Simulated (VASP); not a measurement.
Calculation: LDA (Ceperley-Alder, Perdew-Zunger), VASP's LDA PAW potentials (set 64) (plane waves; VASP 6.6.1).

Input for VASP

### POSCAR
```
Ni
1.0
  0.0000000000   1.7600000000   1.7600000000
  1.7600000000   0.0000000000   1.7600000000
  1.7600000000   1.7600000000   0.0000000000
Ni
1
Cart
  0.0000000000   0.0000000000   0.0000000000
```

File KPOINTS:
```
K-points
0
Gamma
16 16 16
0 0 0
```

**INCAR**
```
# general
SYSTEM  = Ni
PREC    = Accurate
ENCUT   = 520
LREAL   = .FALSE.
LASPH   = .TRUE.   # aspherical one-centre terms

# electronic loop
EDIFF   = 1E-6   # SCF stop (eV)
NELM    = 100
ALGO    = Normal
LMAXMIX = 4

# smearing
ISMEAR  = 1
SIGMA   = 0.1   # width (eV)

# spin
ISPIN   = 2
MAGMOM  = 0.8

# ions
IBRION  = 2   # conjugate gradients
NSW     = 60
ISIF    = 3   # ions, shape and volume
EDIFFG  = -0.01   # ionic stop

# output
LWAVE   = .FALSE.
LCHARG  = .FALSE.
LORBIT  = 10
```

POTCAR, in this order: Ni (LDA.64 set). Program: vasp_std.

Output

File OSZICAR:
```
       N       E                     dE             d eps       ncg     rms          rms(c)
DAV:   1     0.212821973539E+02    0.21282E+02   -0.48635E+03  5412   0.144E+03
DAV:   2    -0.720687936352E+01   -0.28489E+02   -0.27302E+02  5276   0.163E+02
DAV:   3    -0.764553245352E+01   -0.43865E+00   -0.43763E+00  6059   0.268E+01
DAV:   4    -0.764971036682E+01   -0.41779E-02   -0.41771E-02  5961   0.230E+00
DAV:   5    -0.764982433559E+01   -0.11397E-03   -0.11397E-03  6005   0.331E-01    0.101E+01
DAV:   6    -0.694247668636E+01    0.70735E+00   -0.18849E+01  5458   0.716E+01    0.638E+00
DAV:   7    -0.655004978725E+01    0.39243E+00   -0.33889E+00  5511   0.284E+01    0.179E+00
DAV:   8    -0.653262765758E+01    0.17422E-01   -0.19793E-02  7638   0.154E+00    0.877E-01
DAV:   9    -0.652977821378E+01    0.28494E-02   -0.16636E-03  7589   0.371E-01    0.252E-01
DAV:  10    -0.652895488454E+01    0.82333E-03   -0.74300E-04  7417   0.225E-01    0.323E-02
DAV:  11    -0.652893353630E+01    0.21348E-04   -0.30892E-05  7362   0.527E-02    0.299E-02
DAV:  12    -0.652893563011E+01   -0.20938E-05   -0.19337E-06  2864   0.142E-02    0.679E-03
DAV:  13    -0.652893568026E+01   -0.50155E-07   -0.19668E-07  2673   0.593E-03
   1 F= -.65289357E+01 E0= -.65290341E+01  d E =-.652894E+01  mag=     0.5768
       N       E                     dE             d eps       ncg     rms          rms(c)
DAV:   1    -0.117447486104E+02   -0.52158E+01   -0.83002E+01  5461   0.149E+02    0.210E+01
DAV:   2    -0.748209068476E+01    0.42627E+01   -0.54270E+01  5427   0.135E+02    0.677E+00
DAV:   3    -0.664627170894E+01    0.83582E+00   -0.63561E+00  5447   0.420E+01    0.341E+00
DAV:   4    -0.654340141517E+01    0.10287E+00   -0.79204E-02  6803   0.274E+00    0.179E+00
DAV:   5    -0.650628696831E+01    0.37114E-01   -0.44231E-02  6227   0.173E+00    0.989E-01
DAV:   6    -0.650638991852E+01   -0.10295E-03   -0.22820E-03  5776   0.670E-01    0.222E-01
DAV:   7    -0.650641185367E+01   -0.21935E-04   -0.45230E-05  6962   0.863E-02    0.851E-02
DAV:   8    -0.650641155461E+01    0.29907E-06   -0.63670E-06  6540   0.327E-02
   2 F= -.65064116E+01 E0= -.65065198E+01  d E =0.225241E-01  mag=     0.5687
       N       E                     dE             d eps       ncg     rms          rms(c)
DAV:   1    -0.810722406715E+01   -0.16008E+01   -0.25991E+01  5403   0.961E+01    0.103E+01
DAV:   2    -0.701686922153E+01    0.10904E+01   -0.21520E+01  5475   0.681E+01    0.494E+00
DAV:   3    -0.662054481657E+01    0.39632E+00   -0.29344E+00  5439   0.297E+01    0.207E+00
DAV:   4    -0.658765056964E+01    0.32894E-01   -0.21986E-02  6077   0.141E+00    0.964E-01
DAV:   5    -0.658184085153E+01    0.58097E-02   -0.11606E-02  6735   0.845E-01    0.256E-01
DAV:   6    -0.658189880620E+01   -0.57955E-04   -0.12783E-04  6618   0.145E-01    0.852E-02
DAV:   7    -0.658194734036E+01   -0.48534E-04   -0.13373E-05  5654   0.525E-02    0.542E-02
DAV:   8    -0.658194185086E+01    0.54895E-05   -0.17930E-05  7022   0.547E-02    0.571E-03
DAV:   9    -0.658194172492E+01    0.12594E-06   -0.10649E-07  2730   0.333E-03
   3 F= -.65819417E+01 E0= -.65820658E+01  d E =-.530060E-01  mag=     0.5697
       N       E                     dE             d eps       ncg     rms          rms(c)
DAV:   1    -0.658246130920E+01   -0.51946E-03   -0.83354E-03  5428   0.162E+00    0.188E-01
DAV:   2    -0.658210557912E+01    0.35573E-03   -0.71292E-03  5463   0.134E+00    0.895E-02
DAV:   3    -0.658197008725E+01    0.13549E-03   -0.10089E-03  5439   0.531E-01    0.304E-02
DAV:   4    -0.658195848464E+01    0.11603E-04   -0.81518E-06  5992   0.240E-02    0.166E-02
DAV:   5    -0.658195703361E+01    0.14510E-05   -0.27198E-06  3177   0.129E-02    0.293E-03
DAV:   6    -0.658195709195E+01   -0.58340E-07   -0.13355E-07  2619   0.470E-03
   4 F= -.65819571E+01 E0= -.65820816E+01  d E =-.530214E-01  mag=     0.5696
```

**OUTCAR**
```
------------------------ aborting loop because EDIFF is reached ----------------------------------------
  FORCE on cell =-STRESS in cart. coord.  units (eV):
  Direction    XX          YY          ZZ          XY          YZ          ZX
  --------------------------------------------------------------------------------------
  Total        0.0033452      0.0033452      0.0033452      0.0000000      0.0000000     -0.0000000
  in kB        0.5354012      0.5354012      0.5354012      0.0000000      0.0000000     -0.0000000
  external PRESSURE =       0.5354012 kB  Pullay stress =       0.0000000 kB
  volume of cell :       10.01
      direct lattice vectors                 reciprocal lattice vectors
     0.000000000  1.710570231  1.710570231    -0.292300188  0.292300188  0.292300188
     1.710570231  0.000000000  1.710570231     0.292300188 -0.292300188  0.292300188
     1.710570231  1.710570231  0.000000000     0.292300188  0.292300188 -0.292300188
 POSITION                                       TOTAL-FORCE (eV/Angst)
 -----------------------------------------------------------------------------------
      0.00000      0.00000      0.00000         0.000000     -0.000000     -0.000000
 -----------------------------------------------------------------------------------
    total drift:                                0.000000      0.000000      0.000000
  FREE ENERGIE OF THE ION-ELECTRON SYSTEM (eV)
  ---------------------------------------------------
  free  energy   TOTEN  =        -6.5819570920 eV

  energy  without entropy=       -6.5823305759  energy(sigma->0) =       -6.58208159

 total charge

# of ion       s       p       d       tot
------------------------------------------
    1        0.536   0.574   8.370   9.480

 magnetization (x)

# of ion       s       p       d       tot
------------------------------------------
    1       -0.005  -0.018   0.592   0.569

 reached required accuracy - stopping structural energy minimisation
```
(Selected blocks of OUTCAR.)

CONTCAR:
```
Ni
   1.00000000000000
     0.0000000000000000    1.7105702309430557    1.7105702309430557
     1.7105702309430557    0.0000000000000000    1.7105702309430557
     1.7105702309430557    1.7105702309430557    0.0000000000000000
  Ni
     1
Direct
     0.0000000000000000    0.0000000000000000    0.0000000000000000
```

OUTCAR:
```
 val. band max:       10.2721278811   @ k =   0.5000   0.4375   0.0000

 cond. band min:      10.2752461560   @ k =  -0.4375   0.5000   0.0625


 Fermi energy:        10.2746067679

 spin component 1

 k-point     1 :       0.0000    0.0000    0.0000
  band No.  band energies     occupation
      1       0.6911      1.00000
      2       7.7073      1.00000
      3       7.7073      1.00000
      4       7.7073      1.00000
      5       9.0091      1.00000
      6       9.0091      1.00000
      7      34.7418      0.00000
      8      39.1664      0.00000
      9      39.1664      0.00000

 k-point     2 :       0.0625    0.0000    0.0000
  band No.  band energies     occupation
      1       0.8538      1.00000
      2       7.6613      1.00000
      3       7.7462      1.00000
      4       7.7462      1.00000
      5       8.9921      1.00000
      6       8.9921      1.00000
      7      34.3135      0.00000
      8      37.2954      0.00000
      9      38.8406      0.00000

 k-point     3 :       0.1250    0.0000    0.0000
  band No.  band energies     occupation
      1       1.3318      1.00000
      2       7.5404      1.00000
      3       7.8438      1.00000
      4       7.8438      1.00000
      5       8.9599      1.00000
      6       8.9599      1.00000
      7      32.1025      0.00000
      8      35.9888      0.00000
      9      38.2121      0.00000

 k-point     4 :       0.1875    0.0000    0.0000
  band No.  band energies     occupation
      1       2.0898      1.00000
      2       7.3972      1.00000
      3       7.9385      1.00000
      4       7.9385      1.00000
      5       8.9717      1.00000
      6       8.9717      1.00000
      7      28.8680      0.00000
      8      35.5105      0.00000
      9      37.6078      0.00000

 k-point     5 :       0.2500    0.0000    0.0000
  band No.  band energies     occupation
      1       3.0438      1.00000
...
```

Energy and stress use the plane-wave basis of the starting cell.

The compound is Ni in the fcc structure. This run relaxes it. Symmetry was kept, so distortions that lower it aren't found.
